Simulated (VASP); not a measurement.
Runs of VASP 6.6.1 on Zr. Symmetry: P6_3/mmc, No. 194, hexagonal system. The conventional cell has a = 3.239 Å, b = 3.239 Å, c = 5.172 Å, α = 90.00°, β = 90.00°, γ = 120.00°. Zr (site symmetry -6m2) is surrounded by 12 Zr at 3.19 to 3.24 Å. 

| task | level | potentials or basis | cell | k mesh | cutoff (eV) | mesh quality | gap on the mesh (eV) | pressure (GPa) | relaxed volume (Å³/atom) |
| --- | --- | --- | --- | --- | --- | --- | --- | --- | --- |
| relaxation of cell and atoms | PBEsol | VASP PAW PBE potentials, release 64 (Zr_sv) | relaxed | 15 × 15 × 8 | 480 | not flagged | none | 0.0 | 22.48 |
| relaxation of cell and atoms | PBEsol | VASP PAW PBE potentials, release 64 (Zr_sv) | relaxed | 15 × 15 × 8 | 600 | not flagged | none | 0.0 | 22.48 |
| relaxation of cell and atoms | PBE+D3(BJ) | VASP PAW PBE potentials, release 64 (Zr_sv) | relaxed | 15 × 15 × 8 | 600 | not flagged | none | 0.0 | 22.45 |
| relaxation of cell and atoms | PBE | VASP PAW PBE potentials, release 64 (Zr_sv) | relaxed | 15 × 15 × 8 | 600 | not flagged | none | 0.0 | 23.39 |
| relaxation of cell and atoms | PBEsol | VASP PAW PBE potentials, release 64 (Zr_sv) | relaxed | 15 × 15 × 8 | 300 | not flagged | none | 0.0 | (a) |
| relaxation of cell and atoms | LDA | VASP PAW LDA potentials, release 64 (Zr_sv) | relaxed | 15 × 15 × 8 | 600 | not flagged | none | 0.0 | (b) |
| relaxation of cell and atoms | PBEsol | VASP PAW PBE potentials, release 64 (Zr_sv) | relaxed | 15 × 15 × 8 | 580 | not flagged | none | 0.0 | 22.47 |
| relaxation of cell and atoms | RPBE | VASP PAW PBE potentials, release 64 (Zr_sv) | relaxed | 15 × 15 × 8 | 600 | not flagged | none | 0.0 | 23.95 |
| relaxation of cell and atoms | PBEsol | VASP PAW PBE potentials, release 64 (Zr_sv) | relaxed | 6 × 6 × 4 | 600 | coarse | none | 0.0 | 22.43 |
| single point | PBEsol | VASP PAW PBE potentials, release 64 (Zr_sv) | as given | 15 × 15 × 8 | 520 | not flagged | none | -4.1 | - |

Alike in all rows: no spin polarisation; smearing gaussian 0.1 eV.

Problem. Fill in the values left out.

Solution. (a) 22.29; (b) 21.79.

Caveats: some runs use coarse meshes; the PAW data sets were made with another functional, which shifts forces and pressure a little (some runs); pairwise dispersion overbinds metals, which lowers pressure and volume (some runs).

A k mesh can miss the band edges, and the runs leave out spin-orbit coupling on Zr.

A gap of «none» marks a metal or a gap under the smearing width.
